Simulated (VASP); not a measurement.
Data:

```
CELL_PARAMETERS angstrom
      0.00000     2.77874     2.77874
      2.77874     0.00000     2.77874
      2.77874     2.77874     0.00000
ATOMIC_POSITIONS crystal
  P  0.00000 0.00000 0.00000
  Ir 0.25000 0.25000 0.25000
  Ir 0.75000 0.75000 0.75000
```

Level of theory: LDA (Ceperley-Alder, Perdew-Zunger), VASP's LDA PAW potentials (set 64) (plane waves; VASP). Settings: 300 eV cut-off, 10×10×10 Γ-centred mesh, Gaussian smearing of 0.050 eV, potentials P Ir.

At this cut-off the stress carries a Pulay error, which pulls relaxed volumes low. Unless said otherwise, spin-orbit coupling is left out, though it shifts the bands of the heavy elements here.

Problem. What does the run give for the energy per atom (σ→0), pressure, band gap (on the k-mesh) with the smallest direct gap where there is one?

Solution. 
```yaml
band gap (on the k-mesh): none (metal, semimetal or under 0.01 eV)
energy per atom (σ→0): -9333 meV/atom
pressure: -7.40 GPa
```

Total energies compare only between runs with the same potentials, cut-off and functional.

The structure comes from a computed database's PIr2 entry (Fm-3m); how it stands against other phases isn't given here. The cell was not relaxed at this level. The electron count is odd and the run is not spin-polarised, which forces a metal.
